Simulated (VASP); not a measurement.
Computed with LDA (Ceperley-Alder, Perdew-Zunger), VASP's LDA PAW potentials (set 64) (plane waves; VASP 6.6.1).

The input files of a VASP run:

KPOINTS:
```
Automatic
0
Gamma
 7 7 7
0 0 0
```

POSCAR:
```
InP
1
   -0.0000000000     2.9138754655     2.9138754655
    2.9138754655     0.0000000000     2.9138754655
    2.9138754655     2.9138754655    -0.0000000000
In P
1 1
Direct
  0.0000000000   0.0000000000   0.0000000000
  0.2500000000   0.2500000000   0.2500000000
```

### INCAR
```
ALGO = Normal
EDIFF = 1E-6
EDIFFG = -0.01
ENCUT = 400
IBRION = 2
ISIF = 3
ISMEAR = 0
LASPH = .TRUE.
LCHARG = .FALSE.
LMAXMIX = 4
LREAL = .FALSE.
LWAVE = .FALSE.
NELM = 100
NSW = 60
PREC = Accurate
SIGMA = 0.05
SYSTEM = InP
```

POTCAR, in this order: In_d P (LDA.64 set). Program: vasp_std.

Unless said otherwise, spin-orbit coupling is left out, though it shifts the bands of the heavy elements here.

Task: Estimate the energy per atom (σ→0), band gap (on the k-mesh).

Result: 
```
Property                           Value
------------------------  --------------
energy per atom (σ→0)     -4.834 eV/atom
band gap (on the k-mesh)         0.60 eV
```

OSZICAR:
```
...
DAV:   7    -0.967419993524E+01    0.43261E-01   -0.18080E-01   713   0.381E+00    0.118E+00
DAV:   8    -0.966892986439E+01    0.52701E-02   -0.15300E-02   713   0.173E+00    0.450E-01
DAV:   9    -0.966860237690E+01    0.32749E-03   -0.16226E-03   670   0.623E-01    0.193E-01
DAV:  10    -0.966860912568E+01   -0.67488E-05   -0.15326E-04   641   0.101E-01    0.120E-01
DAV:  11    -0.966861257543E+01   -0.34498E-05   -0.24786E-05   761   0.650E-02    0.393E-02
DAV:  12    -0.966861090855E+01    0.16669E-05   -0.70772E-06   610   0.507E-02    0.175E-02
DAV:  13    -0.966861086233E+01    0.46216E-07   -0.28401E-07   320   0.525E-03
   1 F= -.96686109E+01 E0= -.96686109E+01  d E =-.966861E+01
```

The compound is InP in the zinc blende structure. It was relaxed first. The start is the result of an earlier pass.
